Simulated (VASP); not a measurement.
Calculation: SCAN meta-GGA, VASP's PBE PAW potentials (set 64) (plane waves; VASP 6.6.1).

VASP input:

POSCAR:
```
HgTe
1
    0.0000000000     3.2432613492     3.2432613492
    3.2432613492    -0.0000000000     3.2432613492
    3.2432613492     3.2432613492     0.0000000000
Hg Te
1 1
Direct
  0.0000000000   1.0000000000   0.0000000000
  0.2500000000   0.2500000000   0.2500000000
```

**KPOINTS**
```
kpoints
0
Gamma
 9 9 9
```

INCAR:
```
ALGO = Normal
EDIFF = 1E-6
EDIFFG = -0.01
ENCUT = 520
IBRION = 2
ISIF = 3
ISMEAR = 1
LASPH = .True.
LCHARG = .False.
LMAXMIX = 6
LMIXTAU = .True.
LREAL = .False.
LWAVE = .False.
METAGGA = SCAN
NELM = 100
NSW = 60
PREC = Accurate
SIGMA = 0.1
SYSTEM = HgTe
```

POTCAR, in this order: Hg Te (PBE.64 set). Program: vasp_std.

Output of the run:

### OSZICAR
```
       N       E                     dE             d eps       ncg     rms          rms(c)
DAV:   1     0.422626247502E+01    0.42263E+01   -0.81035E+03   910   0.121E+03
DAV:   2    -0.106163463538E+03   -0.11039E+03   -0.10474E+03   970   0.273E+02
DAV:   3    -0.111127042122E+03   -0.49636E+01   -0.49361E+01  1100   0.595E+01
DAV:   4    -0.111173849843E+03   -0.46808E-01   -0.46799E-01  1217   0.546E+00
DAV:   5    -0.111174095449E+03   -0.24561E-03   -0.24560E-03  1128   0.328E-01    0.803E+00
DAV:   6    -0.105808280785E+03    0.53658E+01   -0.47187E+00   960   0.350E+01    0.835E+00
DAV:   7    -0.105675675069E+03    0.13261E+00   -0.46697E-01   910   0.101E+01    0.412E+00
DAV:   8    -0.105737753079E+03   -0.62078E-01   -0.22031E-01   910   0.653E+00    0.164E+00
DAV:   9    -0.105575529837E+03    0.16222E+00   -0.31491E-01   910   0.707E+00    0.501E-01
DAV:  10    -0.105589302047E+03   -0.13772E-01   -0.81652E-02   910   0.372E+00    0.339E-01
DAV:  11    -0.105697820413E+03   -0.10852E+00   -0.60640E-02   910   0.286E+00    0.304E-01
DAV:  12    -0.105701125197E+03   -0.33048E-02   -0.19093E-03  1115   0.495E-01    0.212E-01
DAV:  13    -0.105698895666E+03    0.22295E-02   -0.17361E-03   910   0.586E-01    0.202E-01
DAV:  14    -0.105704375833E+03   -0.54802E-02   -0.31025E-02   930   0.217E+00    0.435E-01
DAV:  15    -0.105705933620E+03   -0.15578E-02   -0.24549E-03   920   0.696E-01    0.417E-01
DAV:  16    -0.105706102705E+03   -0.16909E-03   -0.66299E-05  1055   0.953E-02    0.423E-01
DAV:  17    -0.105706003201E+03    0.99504E-04   -0.82179E-05   915   0.111E-01    0.372E-01
DAV:  18    -0.105705718857E+03    0.28434E-03   -0.83943E-04   910   0.376E-01    0.163E-01
DAV:  19    -0.105706453166E+03   -0.73431E-03   -0.47291E-04   910   0.267E-01    0.106E-01
DAV:  20    -0.105706876058E+03   -0.42289E-03   -0.10462E-03   935   0.394E-01    0.686E-02
DAV:  21    -0.105706815236E+03    0.60823E-04   -0.16567E-04   985   0.146E-01    0.249E-02
DAV:  22    -0.105706821504E+03   -0.62687E-05   -0.11800E-05  1005   0.391E-02    0.277E-02
DAV:  23    -0.105706823040E+03   -0.15354E-05   -0.25906E-06   960   0.209E-02    0.277E-02
DAV:  24    -0.105706826225E+03   -0.31849E-05   -0.68666E-06   910   0.348E-02    0.398E-03
DAV:  25    -0.105706823997E+03    0.22272E-05   -0.34906E-06   910   0.275E-02    0.102E-02
DAV:  26    -0.105706823558E+03    0.43896E-06   -0.12421E-06   662   0.147E-02
   1 F= -.10570682E+03 E0= -.10570688E+03  d E =-.105707E+03
```

**OUTCAR**
```
------------------------ aborting loop because EDIFF is reached ----------------------------------------
  FORCE on cell =-STRESS in cart. coord.  units (eV):
  Direction    XX          YY          ZZ          XY          YZ          ZX
  --------------------------------------------------------------------------------------
  Total        0.0042343      0.0042343      0.0042343      0.0000000      0.0000000      0.0000000
  in kB        0.0994297      0.0994297      0.0994297      0.0000000      0.0000000      0.0000000
  external PRESSURE =       0.0994297 kB  Pullay stress =       0.0000000 kB
  volume of cell :       68.23
      direct lattice vectors                 reciprocal lattice vectors
     0.000000000  3.243261349  3.243261349    -0.154165806  0.154165806  0.154165806
     3.243261349  0.000000000  3.243261349     0.154165806 -0.154165806  0.154165806
     3.243261349  3.243261349  0.000000000     0.154165806  0.154165806 -0.154165806
 POSITION                                       TOTAL-FORCE (eV/Angst)
 -----------------------------------------------------------------------------------
      0.00000      0.00000      0.00000        -0.000000     -0.000000     -0.000000
      1.62163      1.62163      1.62163         0.000000      0.000000      0.000000
 -----------------------------------------------------------------------------------
    total drift:                                0.000004      0.000004      0.000004
  FREE ENERGIE OF THE ION-ELECTRON SYSTEM (eV)
  ---------------------------------------------------
  free  energy   TOTEN  =      -105.7068235583 eV

  energy  without entropy=     -105.7069918175  energy(sigma->0) =     -105.70687964

 reached required accuracy - stopping structural energy minimisation
```
(Selected blocks of OUTCAR.)

The compound is HgTe in the zinc blende structure. It was relaxed first. The start is the result of an earlier pass.
